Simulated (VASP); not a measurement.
Consider the following.

```yaml
crystal:
  lattice:
    - [3.99000, 0.00000, 0.00000]
    - [0.00000, 3.99000, 0.00000]
    - [0.00000, 0.00000, 3.99000]
  atoms:
    - { symbol: K, position: [0.00000, 0.00000, 0.00000] }
    - { symbol: Ta, position: [0.50000, 0.50000, 0.50000] }
    - { symbol: O, position: [0.50000, 0.00000, 0.50000] }
    - { symbol: O, position: [0.00000, 0.50000, 0.50000] }
    - { symbol: O, position: [0.50000, 0.50000, 0.00000] }
```

Computed with PBEsol GGA, VASP's PBE PAW potentials (set 64) (plane waves; VASP). Settings: 520 eV cut-off, 6×6×6 Γ-centred mesh, tetrahedra with Blöchl corrections, potentials K_sv Ta_pv O.

Unless said otherwise, spin-orbit coupling is left out, though it shifts the bands of the heavy elements here.

### Question
Predict the energy per atom (σ→0), band gap (on the k-mesh) with the smallest direct gap where there is one.

### Answer

```
Quantity                                      Value
-----------------------------------  --------------
band gap (on the k-mesh)                    2.08 eV
smallest direct gap (on the k-mesh)         2.70 eV
energy per atom (σ→0)                -8.584 eV/atom
```

Only differences to runs with the same potentials and settings are physical.

The compound is KTaO3 in the cubic perovskite structure. The cell was not relaxed at this level.
